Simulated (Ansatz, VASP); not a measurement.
**Cross-check of SiGeSb2 (CuAu-ordered zincblende type (invented)) between VASP and Ansatz**

One calculation is typed for both programs; each brings its own data sets. How far apart do they land? The cell is generated by rule, not measured, and may not be a known phase. The two relaxations start from unlike cells of this crystal (the structure described is Ansatz's start), so only their ends are compared.

Program: Ansatz 0.2.0. Level of theory: plane waves, with VASP 6.6.1 beside it; relaxation of cell and atoms at PBEsol. Results are calculated unless marked as measured.

### Step 1. Set-up

The structure is tetragonal, space group P-4m2 (No. 115). Conventional cell: a = 4.205 Å, b = 4.205 Å, c = 5.947 Å, α = 90.00°, β = 90.00°, γ = 90.00°. Nearest to Ge lie 4 Sb at 2.58 Å. Nearest to Si lie 4 Sb at 2.58 Å. Nearest to Sb lie 2 Si at 2.58 Å and 2 Ge at 2.58 Å. Farther neighbours are not listed.

### Step 2. VASP: relaxation of cell and atoms, PBEsol

The relaxed volume is the usual yardstick between codes: in a stiff, nearly cubic crystal its relative difference is about their pressure difference at one cell divided by the bulk modulus.

Lines of VASP's logs that name or quote its potential files are left out, and so is its time.

The input, INCAR:

```
SYSTEM = SiGeSb2
PREC = Accurate
ENCUT = 500
EDIFF = 1E-07
NELM = 120
ISMEAR = 0
SIGMA = 0.1
LREAL = .FALSE.
ALGO = Normal
GGA = PS
NBANDS = 20
LORBIT = 11
LWAVE = .FALSE.
LCHARG = .FALSE.
ISIF = 3
IBRION = 2
NSW = 80
EDIFFG = -0.005
LASPH = .TRUE.
GGA_COMPAT = .FALSE.
NELMIN = 4
KPAR = 2
```

The input, POSCAR:

```
SiGeSb2
1.0
    4.4643351512      0.0000000000      0.0000000000
    0.0000000000      4.4643351512      0.0000000000
    0.0000000000      0.0000000000      6.0533887054
Ge Si Sb
1 1 2
Direct
    0.0000000000      0.0000000000      0.0000000000
    0.5000000000      0.5000000000      0.5000000000
    0.0000000000      0.5000000000      0.2708703556
    0.5000000000      0.0000000000      0.7291298126
```

The input, KPOINTS:

```
Automatic mesh
0
Gamma
6 6 4
0 0 0
```

The projector-augmented-wave data sets are Ge_d, Si and Sb (PBE family, release 64).

Run with:

```
> mpirun -np 2 vasp_std
```

Numbers of over 12 decimals in the logs are rounded to 6 here.

What it wrote:

```text
[banner, memory and clock lines left out]
running    2 mpi-ranks, on    1 nodes
 distrk:  each k-point on    1 cores,    2 groups
 distr:  one band on    1 cores,    1 groups

 POSCAR found type information on POSCAR GeSiSb
 POSCAR found :  3 types and       4 ions
|                                                                             |
|               ----> ADVICE to this user running VASP <----                  |
|                                                                             |
|     You enforced a specific xc type in the INCAR file but a different       |
|     [... a line on the potential file left out ...]
|     I HOPE YOU KNOW WHAT YOU ARE DOING!                                     |
|                                                                             |

 LDA part: xc-table for (Slater+PW92), standard interpolation
 POSCAR, INCAR and KPOINTS ok, starting setup
 FFT: planning ... GRIDC
 FFT: planning ... GRID_SOFT
 FFT: planning ... GRID
 WAVECAR not read
 entering main loop
       N       E                     dE             d eps       ncg     rms          rms(c)
DAV:   1     0.177619983437E+03    0.17762E+03   -0.11865E+04  1360   0.181E+03
DAV:   2     0.470119843372E+01   -0.17292E+03   -0.16756E+03  1336   0.462E+02
DAV:   3    -0.174333081272E+02   -0.22135E+02   -0.21646E+02  1468   0.112E+02
DAV:   4    -0.183182321319E+02   -0.88492E+00   -0.88056E+00  1432   0.246E+01
DAV:   5    -0.183415876979E+02   -0.23356E-01   -0.23344E-01  1604   0.436E+00    0.465E+00
DAV:   6    -0.182310095567E+02    0.11058E+00   -0.89325E-02  1428   0.156E+00    0.275E+00
DAV:   7    -0.181829925787E+02    0.48017E-01   -0.91571E-02  1408   0.154E+00    0.292E-01
DAV:   8    -0.181827422274E+02    0.25035E-03   -0.51892E-03  1492   0.469E-01    0.988E-02
DAV:   9    -0.181828348272E+02   -0.92600E-04   -0.78585E-04  1448   0.160E-01    0.430E-02
DAV:  10    -0.181828620329E+02   -0.27206E-04   -0.76300E-05  1444   0.710E-02    0.247E-02
DAV:  11    -0.181828813507E+02   -0.19318E-04   -0.27548E-05  1404   0.366E-02    0.674E-03
DAV:  12    -0.181828819591E+02   -0.60838E-06   -0.11420E-06  1552   0.119E-02    0.186E-03
DAV:  13    -0.181828823132E+02   -0.35412E-06   -0.50676E-07  1384   0.463E-03    0.923E-04
DAV:  14    -0.181828823839E+02   -0.70674E-07   -0.28397E-08   868   0.159E-03
   1 F= -.18182882E+02 E0= -.18175435E+02  d E =-.181829E+02
 curvature:   0.00 expect dE= 0.000E+00 dE for cont linesearch  0.000E+00
 trial: gam= 0.00000 g(F)=  0.171E-05 g(S)=  0.354E-04 ort = 0.000E+00 (trialstep = 0.100E+01)
 search vector abs. value=  0.371E-04
 bond charge predicted
       N       E                     dE             d eps       ncg     rms          rms(c)
DAV:   1    -0.181831102551E+02   -0.22794E-03   -0.34185E-03  1632   0.792E-01    0.823E-02
DAV:   2    -0.181829549368E+02    0.15532E-03   -0.25497E-04  1596   0.227E-01    0.427E-02
DAV:   3    -0.181829012949E+02    0.53642E-04   -0.10887E-04  1608   0.123E-01    0.881E-03
DAV:   4    -0.181828984741E+02    0.28208E-05   -0.57407E-06  1628   0.294E-02    0.564E-03
DAV:   5    -0.181828974096E+02    0.10645E-05   -0.82841E-07  1424   0.112E-02    0.166E-03
DAV:   6    -0.181828972821E+02    0.12754E-06   -0.12011E-07   812   0.439E-03    0.337E-04
DAV:   7    -0.181828972916E+02   -0.95765E-08   -0.26843E-08   780   0.216E-03
   2 F= -.18182897E+02 E0= -.18175401E+02  d E =-.149077E-04
 trial-energy change:   -0.000015  1 .order   -0.000017   -0.000037    0.000002
 step:   0.9141(harm=  0.9449)  dis= 0.00019  next Energy=   -18.182897 (dE=-0.150E-04)
 reached required accuracy - stopping structural energy minimisation
```

From OUTCAR (step 2):

```text
ion  position               nearest neighbor table
   1  0.000  0.000  0.000-   4 2.77   4 2.77   3 2.77   3 2.77
   2  0.500  0.500  0.500-   3 2.63   3 2.63   4 2.63   4 2.63
   3  0.000  0.500  0.271-   2 2.63   2 2.63   1 2.77   1 2.77
   4  0.500  0.000  0.729-   2 2.63   2 2.63   1 2.77   1 2.77

  LATTYP: Found a simple tetragonal cell.
 ALAT       =     4.4643351512
 C/A-ratio  =     1.3559440545

 Subroutine GETGRP returns: Found  8 space group operations
 (whereof  8 operations were pure point group operations)

The static configuration has the point symmetry D_2d.

 Found     30 irreducible k-points:

   k-points           NKPTS =     30   k-points in BZ     NKDIM =     30   number of bands    NBANDS=     20

   dimension x,y,z NGX =    36 NGY =   36 NGZ =   48
   dimension x,y,z NGXF=    72 NGYF=   72 NGZF=   96

   ENCUT  =  500.0 eV  36.75 Ry    6.06 a.u.   8.14  8.14 11.04*2*pi/ulx,y,z

   NELECT =      28.0000    total number of electrons

 k-points in reciprocal lattice and weights: Automatic mesh
   0.00000000  0.00000000  0.00000000       0.007
   0.16666667  0.00000000  0.00000000       0.028
   0.33333333  0.00000000  0.00000000       0.028
   0.50000000  0.00000000  0.00000000       0.014
   0.16666667  0.16666667  0.00000000       0.028
   0.33333333  0.16666667  0.00000000       0.056
   0.50000000  0.16666667  0.00000000       0.028
   0.33333333  0.33333333  0.00000000       0.028
   0.50000000  0.33333333  0.00000000       0.028
[...]
0.50000000  0.33333333  0.50000000       0.028
   0.50000000  0.50000000  0.50000000       0.007

 average (electrostatic) potential at core
       1 -74.1386       2 -84.9518       3 -87.7290       4 -87.7290

 E-fermi :   5.1524

 k-point     1 :       0.0000    0.0000    0.0000
  band No.  band energies     occupation
    ...
     12       3.6681      2.00000
     13       3.6681      2.00000
     14       3.7718      2.00000
     15       4.5044      2.00000
     16       4.8321      1.99999
     17       6.2320      0.00000
     18       6.2564      0.00000
     19       6.2564      0.00000
     20       9.6987      0.00000

 k-point     2 :       0.1667    0.0000    0.0000
  band No.  band energies     occupation
    ...
     11       1.3414      2.00000
     12       3.2167      2.00000
     13       3.5308      2.00000
     14       4.3910      2.00000
     15       4.8092      2.00000
     16       5.7944      0.00000
     17       6.4482      0.00000
     18       6.5703      0.00000
     19       7.0246      0.00000
     20      10.3147      0.00000

 k-point     3 :       0.3333    0.0000    0.0000
  band No.  band energies     occupation
    ...
     10       0.6002      2.00000
     11       1.7199      2.00000
     12       2.0565      2.00000
     13       3.1391      2.00000
     14       4.8069      2.00000
     15       5.2234      0.31553
     16       7.0162      0.00000
     17       7.1878      0.00000
     18       7.9950      0.00000
     19       8.2448      0.00000
    ...

  Total       -0.0004951     -0.0004951     -0.0131761      0.0000000      0.0000000      0.0000000
  in kB       -0.0065672     -0.0065672     -0.1747877      0.0000000      0.0000000      0.0000000
  external PRESSURE =      -0.0626407 kB  Pullay stress =       0.0000000 kB

  energy-cutoff  :      500.00
  volume of cell :      120.78
      direct lattice vectors                 reciprocal lattice vectors
     4.466274137  0.000000000  0.000000000     0.223900273  0.000000000 -0.000000000
     0.000000000  4.466274137  0.000000000     0.000000000  0.223900273 -0.000000000
     0.000000000  0.000000000  6.054738553     0.000000000 -0.000000000  0.165159898

 POSITION                                       TOTAL-FORCE (eV/Angst)
 -----------------------------------------------------------------------------------
      0.00000      4.46627      0.00000         0.000000      0.000000      0.000000
      2.23314      2.23314      3.02737        -0.000000     -0.000000      0.000000
      0.00000      2.23314      1.63985        -0.000000     -0.000000     -0.002964
      2.23314      0.00000      4.41489         0.000000      0.000000      0.002964
 -----------------------------------------------------------------------------------
    total drift:                                0.000000      0.000000     -0.000136

  FREE ENERGIE OF THE ION-ELECTRON SYSTEM (eV)
  ---------------------------------------------------
  free  energy   TOTEN  =       -18.1828972916 eV

  energy  without entropy=      -18.1679055101  energy(sigma->0) =      -18.17540140

 reached required accuracy - stopping structural energy minimisation

 total charge
# of ion       s       p       d       tot
------------------------------------------
    1        1.265   0.975  10.000  12.240
    2        0.825   0.761   0.000   1.586
    3        1.177   1.224   0.040   2.441
    4        1.177   1.224   0.040   2.441
--------------------------------------------------
tot          4.444   4.186  10.079  18.708

[... 3 further parts left out ...]
```

CONTCAR:

```
SiGeSb2
   1.00000000000000
     4.4662741373904291    0.0000000000000000    0.0000000000000000
     0.0000000000000000    4.4662741373904291    0.0000000000000000
     0.0000000000000000    0.0000000000000000    6.0547385527424327
  Ge              Si              Sb
     1     1     2
Direct
     0.0000000000000000    1.0000000000000000    0.0000000000000000
     0.5000000000000000    0.5000000000000000    0.5000000000000000
     0.0000000000000000    0.5000000000000000    0.2708368484705133
     0.5000000000000000    0.0000000000000000    0.7291633197294900
```

(Part 1 of 2 ends here.)

[Lines on the potential files, build, host, timing and source positions are cut from VASP's logs without a mark.]

[Logs are printed without paths, hosts, clocks, repeated set-up lines and the standing remarks that a program may print on its own settings, such as how far it seeks lower states.]

[Hosts, paths, dates, database ids (printed as entryN), source tags and the programs' standing remarks are cut or masked in the printed files.]
